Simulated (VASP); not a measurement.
Consider the following.

```xyz
6
Lattice="4.8046 0.0000 0.0000 0.0000 4.8046 0.0000 0.0000 0.0000 3.2428" Properties=species:S:1:pos:R:3 pbc="T T T"
Sn     0.0000     0.0000     0.0000
Sn     2.4023     2.4023     1.6214
O      1.4720     1.4720     0.0000
O      3.8743     0.9303     1.6214
O      0.9303     3.8743     1.6214
O      3.3326     3.3326     0.0000
```

The numbers are results of TPSS meta-GGA, VASP's PBE PAW potentials (set 64) (plane waves; VASP), not measurements. Settings: 520 eV cut-off, 4×4×6 Γ-centred mesh, Gaussian smearing of 0.050 eV, potentials Sn_d O.

Unless said otherwise, spin-orbit coupling is left out, though it shifts the bands of the heavy elements here.

### Question
Estimate the energy per atom (σ→0), band gap (on the k-mesh) with the smallest direct gap where there is one.

### Answer

| Quantity | Result |
|---|---|
| band gap (on the k-mesh) | 0.88 eV |
| smallest direct gap (on the k-mesh) | 0.88 eV |
| energy per atom (σ→0) | -10.475 eV/atom |

The compound is SnO2 in the rutile structure. It was relaxed first. The start is the result of an earlier pass.
